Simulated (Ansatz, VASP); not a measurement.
KAl3O in VASP and in Ansatz

File INCAR:

```
PREC = Accurate ; ENCUT = 520
EDIFF = 1E-7 ; ISMEAR = 0
SIGMA = 0.1 ; LREAL = F
LASPH = T ; NELM = 60
ALGO = Normal ; ISIF = 2
LWAVE = F ; LCHARG = F
GGA = PE ; NBANDS = 20
```

Contents of KPOINTS:

```
Automatic mesh
0
Gamma
  4 4 4
```

POSCAR

```
KAl3O
1.0
    2.2589811800     -4.5994194300      0.0000000000
    2.2589811800      4.5994194300      0.0000000000
    0.0000000000      0.0000000000      5.2203604500
K Al O
1 3 1
Direct
    0.0000000000      0.0000000000      0.5000000000
    0.2247100900      0.7752899100      0.5000000000
    0.7752899100      0.2247100900      0.5000000000
    0.5000000000      0.5000000000      0.5000000000
    0.5000000000      0.5000000000      0.0000000000
```

Input for Ansatz:

```yaml
crystal:
  lattice:
    - [2.25898118, -4.59941943, 0.0]
    - [2.25898118, 4.59941943, 0.0]
    - [0.0, 0.0, 5.22036045]
  atoms:
    - { symbol: K, position: [0.0, 0.0, 0.5] }
    - { symbol: Al, position: [0.22471009, 0.77528991, 0.5] }
    - { symbol: Al, position: [0.77528991, 0.22471009, 0.5] }
    - { symbol: Al, position: [0.5, 0.5, 0.5] }
    - { symbol: O, position: [0.5, 0.5, 0.0] }
basis:
  ecutwfc: 420
kpoints:
  mp_grid: { grid: [4, 4, 4] }
hamiltonian:
  xc: pbe
scf:
  occupations: { method: gaussian, width: 0.1 }
  lower_state_search: "off"
output:
  forces: true
  stress: true
  eigenvalues: true
```

Alike in both runs: task single point; functional PBE; k mesh 4 × 4 × 4; occupations gaussian, width 0.1 eV; no spin polarisation.

|  | VASP | Ansatz |
| --- | --- | --- |
| version | VASP 6.6.1 | Ansatz 0.2.0 |
| potentials or method | VASP PAW PBE potentials, release 64 (K_sv, Al, O) | scalar-relativistic, plane waves, PAW |
| plane-wave cutoff (eV) | 520 | 420 |
| valence electrons in the cell | 24 | 24 |

|  | VASP | Ansatz | Ansatz less VASP |
| --- | --- | --- | --- |
| gap on the k mesh at the Fermi level (eV) | none | none | - |
| pressure (GPa) | 22.7 | 22.6 | -0.11 |
| largest component of the traceless stress (GPa) | 40.42 | 40.29 | -0.133 |
| rms of the force components (eV/Å) | 2.311 | 2.310 | -0.0018 |

Atom by atom the forces differ by 0.002 eV/Å (rms over components). A gap of «none» marks a metal or a gap that the smearing closes. With one functional, cell and mesh, what is left measures potentials, basis and numerics.

Caveats: the k mesh is coarse (spacing up to 0.39 Å⁻¹), so the values aren't converged; so large a pressure means that the cell lies far from this level's equilibrium, or that cutoff or potentials fall short (VASP); forces of over 1 eV/Å show positions far from the minimum, so gaps and moduli don't describe the material at rest.
